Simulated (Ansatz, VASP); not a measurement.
# TaTi (Ti-Ta-Ta-Ti stack, (111) layers): VASP beside Ansatz, part 2 of 3

One calculation is typed for both programs; each brings its own data sets. How far apart do they land? The cell is taken from a series of runs on this material, whose earlier steps may have relaxed, scaled, displaced or heated it; both programs get it as it stands.

VASP 6.6.1 and Ansatz 0.2.0.

So far: Set-up; VASP: zone-centre phonons, PBEsol.

### Step 2. VASP: zone-centre phonons, PBEsol (continued)

Level of this step: PBEsol; plane waves and PAW (Ti_sv, Ta_pv) (VASP).

OUTCAR, selected parts (step 2):

```text
ion  position               nearest neighbor table
   1  0.000  0.000  0.148-   3 2.81   3 2.81   3 2.81
   2  0.000  0.000  0.329-   4 2.81   4 2.81   4 2.81
   3  0.333  0.667  0.207-   1 2.81   1 2.81   1 2.81   4 2.96   4 2.96   4 2.96
   4  0.667  0.333  0.270-   2 2.81   2 2.81   2 2.81   3 2.96   3 2.96   3 2.96

  LATTYP: Found a hexagonal cell.
 ALAT       =     2.9286372313
 C/A-ratio  =    13.0594794995

 Subroutine GETGRP returns: Found 12 space group operations
 (whereof  6 operations were pure point group operations)

The static configuration has the point symmetry C_3v.
 The point group associated with its full space group is D_3d.

 Found      7 irreducible k-points:

   k-points           NKPTS =      7   k-points in BZ     NKDIM =      7   number of bands    NBANDS=     29

   dimension x,y,z NGX =    24 NGY =   24 NGZ =  280
   dimension x,y,z NGXF=    48 NGYF=   48 NGZF=  560

   ENCUT  =  500.0 eV  36.75 Ry    6.06 a.u.   5.34  5.34 69.73*2*pi/ulx,y,z

   NELECT =      46.0000    total number of electrons

 k-points in reciprocal lattice and weights: Automatic mesh
   0.00000000  0.00000000  0.00000000       0.028
   0.16666667  0.00000000  0.00000000       0.167
   0.33333333  0.00000000  0.00000000       0.167
   0.50000000  0.00000000  0.00000000       0.083
   0.16666667  0.16666667  0.00000000       0.167
   0.33333333  0.16666667  0.00000000       0.333
   0.33333333  0.33333333  0.00000000       0.056

 average (electrostatic) potential at core
       1 -82.1254       2 -82.1254       3 -43.4959       4 -43.4959

  Total       -0.1090817     -0.1090817      0.1886012      0.0000000     -0.0000000      0.0000000
  in kB       -0.6151897     -0.6151897      1.0636576      0.0000000     -0.0000000      0.0000000
  external PRESSURE =      -0.0555739 kB  Pullay stress =       0.0000000 kB

  energy-cutoff  :      500.00
  volume of cell :      284.09
      direct lattice vectors                 reciprocal lattice vectors
     2.928637231  0.000002867  0.000000000     0.341455549  0.197139899  0.000000000
    -1.464321098  2.536272807  0.000000000    -0.000000386  0.394279130  0.000000000
     0.000000000  0.000000000 38.246477884     0.000000000  0.000000000  0.026146198

 POSITION                                       TOTAL-FORCE (eV/Angst)
 -----------------------------------------------------------------------------------
      0.00000      0.00000      5.65452         0.000000     -0.000000     -0.092631
      0.00000      0.00000     12.56872        -0.000000      0.000000      0.092631
     -0.00000      1.69085      7.89954        -0.000000     -0.000000      0.173865
      1.46432      0.84543     10.32370        -0.000000     -0.000000     -0.173865
 -----------------------------------------------------------------------------------
    total drift:                                0.000000      0.000000      0.000065

 Eigenvectors and eigenvalues of the dynamical matrix
 ----------------------------------------------------

   1 f  =    6.600481 THz    41.472045 2PiTHz  220.168345 cm-1    27.297383 meV
             X         Y         Z           dx          dy          dz
      0.000000  0.000000  5.654520    -0.000000   -0.000000   -0.538380
      0.000000  0.000000 12.568720     0.000000    0.000000    0.538380
     -0.000002  1.690849  7.899537     0.000000    0.000000    0.458418
      1.464318  0.845426 10.323703    -0.000000   -0.000000   -0.458418

   2 f  =    5.927355 THz    37.242669 2PiTHz  197.715278 cm-1    24.513559 meV
             X         Y         Z           dx          dy          dz
      0.000000  0.000000  5.654520    -0.000000   -0.000000   -0.628841
      0.000000  0.000000 12.568720    -0.000000    0.000000   -0.628841
     -0.000002  1.690849  7.899537     0.000000    0.000000    0.323357
      1.464318  0.845426 10.323703     0.000000   -0.000000    0.323357

   3 f  =    3.219324 THz    20.227612 2PiTHz  107.385103 cm-1    13.314050 meV
             X         Y         Z           dx          dy          dz
      0.000000  0.000000  5.654520     0.000000   -0.000000    0.458418
      0.000000  0.000000 12.568720    -0.000000    0.000000   -0.458418
     -0.000002  1.690849  7.899537    -0.000000    0.000000    0.538380
      1.464318  0.845426 10.323703     0.000000   -0.000000   -0.538380

   4 f  =    1.752479 THz    11.011148 2PiTHz   58.456397 cm-1     7.247666 meV
             X         Y         Z           dx          dy          dz
      0.000000  0.000000  5.654520     0.486892   -0.277595    0.000000
      0.000000  0.000000 12.568720    -0.486892    0.277595    0.000000
     -0.000002  1.690849  7.899537    -0.374538    0.213538    0.000000
      1.464318  0.845426 10.323703     0.374538   -0.213538    0.000000

   5 f  =    1.752479 THz    11.011148 2PiTHz   58.456397 cm-1     7.247666 meV
             X         Y         Z           dx          dy          dz
      0.000000  0.000000  5.654520     0.277595    0.486892   -0.000000
      0.000000  0.000000 12.568720    -0.277595   -0.486892    0.000000
     -0.000002  1.690849  7.899537    -0.213538   -0.374538    0.000000
      1.464318  0.845426 10.323703     0.213538    0.374538    0.000000

   6 f  =    1.149163 THz     7.220403 2PiTHz   38.331947 cm-1     4.752554 meV
             X         Y         Z           dx          dy          dz
      0.000000  0.000000  5.654520     0.540634   -0.308237   -0.000000
      0.000000  0.000000 12.568720     0.540634   -0.308237   -0.000000
     -0.000002  1.690849  7.899537    -0.291644    0.166278   -0.000000
      1.464318  0.845426 10.323703    -0.291644    0.166278   -0.000000

   7 f  =    1.149163 THz     7.220403 2PiTHz   38.331947 cm-1     4.752554 meV
             X         Y         Z           dx          dy          dz
      0.000000  0.000000  5.654520     0.308237    0.540634    0.000000
      0.000000  0.000000 12.568720     0.308237    0.540634   -0.000000
     -0.000002  1.690849  7.899537    -0.166278   -0.291644   -0.000000
      1.464318  0.845426 10.323703    -0.166278   -0.291644   -0.000000

   8 f/i=    0.000881 THz     0.005536 2PiTHz    0.029390 cm-1     0.003644 meV
             X         Y         Z           dx          dy          dz
      0.000000  0.000000  5.654520    -0.000000    0.000000   -0.323357
      0.000000  0.000000 12.568720    -0.000000    0.000000   -0.323357
     -0.000002  1.690849  7.899537    -0.000000    0.000000   -0.628841
      1.464318  0.845426 10.323703    -0.000000    0.000000   -0.628841

   9 f/i=    0.022534 THz     0.141584 2PiTHz    0.751646 cm-1     0.093192 meV
             X         Y         Z           dx          dy          dz
      0.000000  0.000000  5.654520     0.174166    0.287004   -0.000000
      0.000000  0.000000 12.568720     0.174166    0.287004   -0.000000
     -0.000002  1.690849  7.899537     0.322859    0.532031   -0.000000
      1.464318  0.845426 10.323703     0.322859    0.532031   -0.000000

  10 f/i=    0.022534 THz     0.141584 2PiTHz    0.751646 cm-1     0.093192 meV
             X         Y         Z           dx          dy          dz
      0.000000  0.000000  5.654520    -0.287004    0.174166    0.000000
      0.000000  0.000000 12.568720    -0.287004    0.174166    0.000000
     -0.000002  1.690849  7.899537    -0.532031    0.322859    0.000000
      1.464318  0.845426 10.323703    -0.532031    0.322859    0.000000

  11 f/i=    1.108133 THz     6.962603 2PiTHz   36.963326 cm-1     4.582866 meV
             X         Y         Z           dx          dy          dz
      0.000000  0.000000  5.654520    -0.213543   -0.374535   -0.000000
      0.000000  0.000000 12.568720     0.213543    0.374535   -0.000000
     -0.000002  1.690849  7.899537    -0.277601   -0.486889   -0.000000
      1.464318  0.845426 10.323703     0.277601    0.486889   -0.000000

  12 f/i=    1.108133 THz     6.962603 2PiTHz   36.963326 cm-1     4.582866 meV
             X         Y         Z           dx          dy          dz
      0.000000  0.000000  5.654520     0.374535   -0.213543    0.000000
      0.000000  0.000000 12.568720    -0.374535    0.213543    0.000000
     -0.000002  1.690849  7.899537     0.486889   -0.277601    0.000000
      1.464318  0.845426 10.323703    -0.486889    0.277601    0.000000

 ELASTIC MODULI CONTR FROM IONIC RELAXATION (kBar)
 Direction    XX          YY          ZZ          XY          YZ          ZX
 --------------------------------------------------------------------------------
 XX        -191.0091   -161.0511   -292.4118      0.0000     36.4246     -0.0001
 YY        -161.0511   -191.0091   -292.4118      0.0000    -36.4246      0.0001
 ZZ        -292.4118   -292.4118   -488.0572      0.0000      0.0000      0.0000
 XY           0.0000      0.0000      0.0000    -14.9790      0.0001     19.8608
 YZ          36.4246    -36.4246      0.0000      0.0001    -88.5744      0.0000
 ZX          -0.0001      0.0001      0.0000     19.8608      0.0000    -26.3335
 --------------------------------------------------------------------------------
```

(Part 2 of 3 ends here.)

[Lines on the potential files, build, host, timing and source positions are cut from VASP's logs without a mark.]

[Logs are printed without paths, hosts, clocks, repeated set-up lines and the standing remarks that a program may print on its own settings, such as how far it seeks lower states.]

[Hosts, paths, dates, database ids (printed as entryN), source tags and the programs' standing remarks are cut or masked in the printed files.]
